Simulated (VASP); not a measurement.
# A VASP study of V3Sb2 (LDA): structure first, properties next, part 8 of 8

Wanted: the relaxed cell of V3Sb2 and its properties. The start is a computed cell from the Materials Project.

VASP 6.6.1; LDA, spin-polarised from a ferromagnetic start; plane waves and PAW (V_sv, Sb).

So far. Step 14 (Volume scan with LDA, volume scale 1.06): The pressure falls from -5.73 to -8.14 GPa. The parabola predicted -8.07 GPa, +0.06 GPa off. Step 16 (Fit for LDA): The fit over cells of fixed shape and fractional positions puts the volume +0.48 % from the relaxed one. At a finite cutoff and mesh the minimum of the energy and the zero of the stress don't quite coincide, and the relaxation stops at a threshold. The relaxed cell has a = 5.399, c = 19.996 Å (conventional setting).

## 18. Bands along the symmetry lines (LDA) with a changed input

This run is made with a changed input; what comes of it follows.

INCAR reads:

```
SYSTEM = V3Sb2
PREC = Accurate
ENCUT = 400
EDIFF = 1E-06
NELM = 96
ISMEAR = 1
SIGMA = 0.2
LREAL = .FALSE.
ALGO = Normal
GGA = CA
NBANDS = 86
ISPIN = 2
MAGMOM = 2 2 2 2 2 2 0 0 0 0
LASPH = .TRUE.
LMAXMIX = 4
LORBIT = 11
LWAVE = .FALSE.
LCHARG = .FALSE.
KPAR = 8
NELECT = 94
```

POSCAR reads:

```
V3Sb2
1.0
   -5.3988009902      0.0000000000      0.0000000000
    2.6994004951     -4.6754988076      0.0000000000
    2.6994004951      1.5584996025      6.6653027918
V Sb
6 4
Direct
    0.7299257439      0.6016045548      0.3315302987
    0.7299257439      0.1283211891      0.3315302987
    0.2032091096      0.6016045548      0.3315302987
    0.7967908904      0.3983954452      0.6684697013
    0.2700742561      0.3983954452      0.6684697013
    0.2700742561      0.8716788109      0.6684697013
    0.2195697718      0.1097848859      0.3293546577
    0.7804302282      0.8902151141      0.6706453423
    0.6618531400      0.3309265700      0.9927797100
    0.3381468600      0.6690734300      0.0072202900
```

KPOINTS reads:

```
Automatic mesh
0
Gamma
6 6 6
0 0 0
```

KPOINTS_OPT reads:

```
Line mode
12
Line-mode
Reciprocal
  0.00000000   0.00000000   0.00000000 GAMMA
  0.00000000  -0.50000000   0.00000000 L

  0.00000000  -0.50000000   0.00000000 L
 -0.40623079  -0.29688461   0.20311539 B1

 -0.29688461  -0.29688461  -0.20311539 B
  0.00000000   0.00000000  -0.50000000 Z

  0.00000000   0.00000000  -0.50000000 Z
  0.00000000   0.00000000   0.00000000 GAMMA

  0.00000000   0.00000000   0.00000000 GAMMA
 -0.35155770  -0.35155770   0.35155770 X

 -0.35155770  -0.29688461   0.00000000 Q
 -0.50000000   0.00000000   0.00000000 F

 -0.50000000   0.00000000   0.00000000 F
 -0.44532691   0.00000000  -0.20311539 P1

 -0.44532691   0.00000000  -0.20311539 P1
  0.00000000   0.00000000  -0.50000000 Z

  0.00000000  -0.50000000   0.00000000 L
  0.00000000  -0.44532691  -0.35155770 P
```

The projector-augmented-wave data sets are V_sv and Sb (LDA family, release 64).

The run is started by

```
$ mpirun -np 8 vasp_std
```

The program printed:

```text
[... set-up lines as in an earlier step ...]
 entering main loop
       N       E                     dE             d eps       ncg     rms          rms(c)
DAV:   1     0.113769605287E+04    0.11377E+04   -0.42954E+04 11672   0.921E+02
DAV:   2    -0.679562470012E+02   -0.12057E+04   -0.11485E+04 11520   0.359E+02
DAV:   3    -0.128702826206E+03   -0.60747E+02   -0.58602E+02 12240   0.942E+01
DAV:   4    -0.129944414566E+03   -0.12416E+01   -0.12362E+01 12202   0.136E+01
DAV:   5    -0.129967048115E+03   -0.22634E-01   -0.22632E-01 12118   0.203E+00BRMIX: very serious problems
 the old and the new charge density differ
 old charge density:    98.00000 new   94.00000
BRMIX: very serious problems
BRMIX: very serious problems
 the old and the new charge density differ
 the old and the new charge density differ
 old charge density:    98.00000 new   94.00000
 old charge density:    98.00000 new   94.00000
BRMIX: very serious problems
BRMIX: very serious problems
 the old and the new charge density differ
 old charge density:    98.00000 new   94.00000
 the old and the new charge density differ
 old charge density:    98.00000 new   94.00000
BRMIX: very serious problems
 the old and the new charge density differ
 old charge density:    98.00000 new   94.00000
BRMIX: very serious problems
 the old and the new charge density differ
 old charge density:    98.00000 new   94.00000
BRMIX: very serious problems
 the old and the new charge density differ
 old charge density:    98.00000 new   94.00000
    0.492E+01
DAV:   6    -0.122464140855E+03    0.75029E+01   -0.42344E+01 11964   0.367E+01    0.127E+01
DAV:   7    -0.121255031956E+03    0.12091E+01   -0.73515E+00 11856   0.163E+01    0.991E+00
DAV:   8    -0.121034223886E+03    0.22081E+00   -0.10710E+00 11980   0.511E+00    0.253E+00
DAV:   9    -0.121038956398E+03   -0.47325E-02   -0.79874E-02 11950   0.106E+00    0.958E-01
DAV:  10    -0.121041441387E+03   -0.24850E-02   -0.11256E-02 12334   0.418E-01    0.556E-01
DAV:  11    -0.121042075736E+03   -0.63435E-03   -0.97641E-04 11966   0.145E-01    0.180E-01
DAV:  12    -0.121042164404E+03   -0.88668E-04   -0.11092E-04 12348   0.536E-02    0.887E-02
DAV:  13    -0.121042184172E+03   -0.19768E-04   -0.42870E-05 12142   0.264E-02    0.354E-02
DAV:  14    -0.121042189370E+03   -0.51979E-05   -0.41448E-06 10202   0.740E-03    0.865E-03
DAV:  15    -0.121042189442E+03   -0.72650E-07   -0.10882E-06  7922   0.535E-03
   1 F= -.12104219E+03 E0= -.12104808E+03  d E =0.176588E-01  mag=     0.0004
 Start KPOINTS_OPT (optional k-point list driver)
k-point batch [1-32\108]
       N       E                     dE             ncg
DAV:   1    -0.301336647104E+04   -0.52744E+05    11880
DAV:   2    -0.410571504334E+05   -0.38044E+05    11750
DAV:   3    -0.429900608720E+05   -0.19329E+04    12078
DAV:   4    -0.430306493626E+05   -0.40588E+02    12074
DAV:   5    -0.430314324263E+05   -0.78306E+00    11902
DAV:   6    -0.430314668374E+05   -0.34411E-01    12514
DAV:   7    -0.430314678424E+05   -0.10050E-02    11996
DAV:   8    -0.430314679037E+05   -0.61349E-04    10412
DAV:   9    -0.430314679064E+05   -0.27096E-05     7844
DAV:  10    -0.430314679068E+05   -0.34850E-06     6658
[...]
k-point batch [97-108\108]
       N       E                     dE             ncg
DAV:   1     0.321116557387E+05   -0.24223E+05     4408
DAV:   2     0.177770364561E+05   -0.14335E+05     4360
DAV:   3     0.170488381328E+05   -0.72820E+03     4536
DAV:   4     0.170330758280E+05   -0.15762E+02     4508
DAV:   5     0.170327785341E+05   -0.29729E+00     4420
DAV:   6     0.170327655178E+05   -0.13016E-01     4724
DAV:   7     0.170327651649E+05   -0.35289E-03     4430
DAV:   8     0.170327651426E+05   -0.22350E-04     3854
DAV:   9     0.170327651415E+05   -0.10959E-05     2806
DAV:  10     0.170327651413E+05   -0.11780E-06     2490
```

Wall time 3 min (8 MPI ranks of AMD EPYC 9R45, shared host); peak memory 6.6 GiB.

From OUTCAR (step 18):

```text
NELECT = 94

 ion  position               nearest neighbor table
   1  0.730  0.602  0.332-   3 2.56   2 2.56   6 2.69   4 2.69   9 2.70   7 2.70   7 2.70  10 2.71
                             8 2.79   3 2.84   2 2.84
   2  0.730  0.128  0.332-   1 2.56   3 2.56   4 2.69   5 2.69   9 2.70   7 2.70   7 2.70  10 2.71
                             8 2.79   3 2.84   1 2.84
   3  0.203  0.602  0.332-   1 2.56   2 2.56   6 2.69   5 2.69   9 2.70   7 2.70   7 2.70  10 2.71
                             8 2.79   1 2.84   2 2.84
   4  0.797  0.398  0.668-   5 2.56   6 2.56   2 2.69   1 2.69  10 2.70   8 2.70   8 2.70   9 2.71
                             7 2.79   5 2.84   6 2.84
   5  0.270  0.398  0.668-   4 2.56   6 2.56   2 2.69   3 2.69  10 2.70   8 2.70   8 2.70   9 2.71
                             7 2.79   4 2.84   6 2.84
   6  0.270  0.872  0.668-   5 2.56   4 2.56   3 2.69   1 2.69  10 2.70   8 2.70   8 2.70   9 2.71
                             7 2.79   4 2.84   5 2.84
   7  0.220  0.110  0.329-   2 2.70   2 2.70   1 2.70   3 2.70   3 2.70   1 2.70   4 2.79   5 2.79
                             6 2.79
   8  0.780  0.890  0.671-   6 2.70   6 2.70   5 2.70   4 2.70   4 2.70   5 2.70   3 2.79   1 2.79
                             2 2.79
   9  0.662  0.331  0.993-   1 2.70   3 2.70   2 2.70   5 2.71   4 2.71   6 2.71  10 3.12  10 3.12
                            10 3.12
  10  0.338  0.669  0.007-   5 2.70   4 2.70   6 2.70   1 2.71   3 2.71   2 2.71   9 3.12   9 3.12
                             9 3.12

 E-fermi :   9.6181

 spin component 1
 k-point     1 :       0.0000    0.0000    0.0000
  band No.  band energies     occupation
    ...
     44       9.0581      1.00027
     45       9.0581      1.00027
     46       9.2068      1.00663
     47       9.3013      1.02380
     48       9.3013      1.02380
     49       9.8253     -0.02845
     50      10.4163     -0.00000
     51      10.9683     -0.00000
     52      10.9683     -0.00000
     53      11.0943     -0.00000
    ...

 k-point     2 :       0.1667   -0.0000    0.0000
  band No.  band energies     occupation
    ...
     44       8.8554      1.00000
     45       9.0065      1.00007
     46       9.0068      1.00007
     47       9.3958      1.03316
     48       9.4520      0.99745
     49      10.0492     -0.00468
     50      10.3555     -0.00000
     51      10.8328     -0.00000
     52      11.0015     -0.00000
     53      11.0565     -0.00000
    ...

  Total      -55.7054888    -55.7054888    -51.1122627     -0.0000000      0.0000000      0.0000000
  in kB     -530.4731647   -530.4731648   -486.7327145     -0.0000000      0.0000000      0.0000000
  external PRESSURE =    -515.8930147 kB  Pullay stress =       0.0000000 kB

 POSITION                                       TOTAL-FORCE (eV/Angst)
 -----------------------------------------------------------------------------------
     -1.42182     -2.29611      2.20975         0.093361     -0.053902      0.127412
     -2.69940     -0.08328      2.20975        -0.000000      0.107804      0.127412
      1.42182     -2.29611      2.20975        -0.093361     -0.053902      0.127412
     -1.42182     -0.82089      4.45555         0.093361      0.053902     -0.127412
      1.42182     -0.82089      4.45555        -0.093361      0.053902     -0.127412
      2.69940     -3.03372      4.45555         0.000000     -0.107804     -0.127412
     -0.00000     -0.00000      2.19525        -0.000000      0.000000     -1.194970
      0.00000     -3.11700      4.47005        -0.000000     -0.000000      1.194970
      0.00000     -0.00000      6.61718        -0.000000      0.000000     -0.181212
     -0.00000     -3.11700      0.04813         0.000000     -0.000000      0.181212
 -----------------------------------------------------------------------------------
    total drift:                               -0.000000     -0.000000     -0.000000

  FREE ENERGIE OF THE ION-ELECTRON SYSTEM (eV)
  ---------------------------------------------------
  free  energy   TOTEN  =      -121.0421894422 eV

  energy  without entropy=     -121.0598482364  energy(sigma->0) =     -121.04807571

 magnetization (x)
# of ion       s       p       d       tot
------------------------------------------
    1        0.000   0.000   0.000   0.000
    2        0.000   0.000   0.000   0.000
    3        0.000   0.000   0.000   0.000
    4        0.000   0.000   0.000   0.000
    5        0.000   0.000   0.000   0.000
    6        0.000   0.000   0.000   0.000
    7       -0.000  -0.000   0.000  -0.000
    8       -0.000  -0.000   0.000  -0.000
    9        0.000  -0.000  -0.000  -0.000
   10        0.000  -0.000  -0.000  -0.000
--------------------------------------------------
tot          0.000   0.000   0.001   0.001

[... 7 parts as in an earlier step ...]

[... 14 further parts left out ...]
```

The run converged, but on settings that are not sound, so its numbers are not to be trusted.

The fault in the input: wrong number of electrons (NELECT = 94.0). Leave NELECT out for a neutral cell.

## 19. Results

```
relaxed volume                            : 16.82 Å³/atom
relaxed conventional cell a, b, c         : 5.399, 5.399, 19.996 Å; angles 90.0, 90.0, 120.0°
space group after relaxing, within 0.02 Å : R-3m (No. 166)
moment of the cell (9×9×9 mesh)           : 0 μB
band gap                                  : none, a metal
DOS at the Fermi level                    : 11.7 states/eV/cell
highest zone-centre mode                  : 297 cm⁻¹
bulk modulus from the fit                 : 156 GPa
volume from the fit                       : 16.9 Å³/atom
```

In words: With LDA, V3Sb2 relaxes to 16.82 Å³/atom in space group R-3m, comes out as a metal, loses the moments it was started with and has a bulk modulus of 156 GPa at fixed shape and positions, an upper bound. Band structure (LDA): Of the bands kept, 2 cross the Fermi level on this path. Vibrations at Γ (LDA): The highest mode in this list at Γ, 297.2 cm⁻¹, is mostly motion of V (74 % of the kinetic energy). Spin-orbit coupling is left out, and with elements this heavy it would split and shift bands near the Fermi level. Only the typed magnetic starts were tried, so the magnetic ground state may differ and with it the other results. Modes at Γ alone can't show that the crystal is stable at other wave vectors. No search among competing phases was made, and a listed structure need not be the one stable at ambient conditions. All values are for a static lattice at zero temperature.

[Lines on the potential files, build, host, timing and source positions are cut from VASP's logs without a mark.]

[Logs are printed without paths, hosts, clocks, repeated set-up lines and the standing remarks that a program may print on its own settings, such as how far it seeks lower states.]

[Hosts, paths, dates, database ids (printed as entryN), source tags and the programs' standing remarks are cut or masked in the printed files.]

[A measured line is paired with the nearest computed mode of its activity, which favours agreement.]

[In band tables of VASP the shares of atoms and orbitals are scaled to a sum of 1 inside the atoms' spheres.]
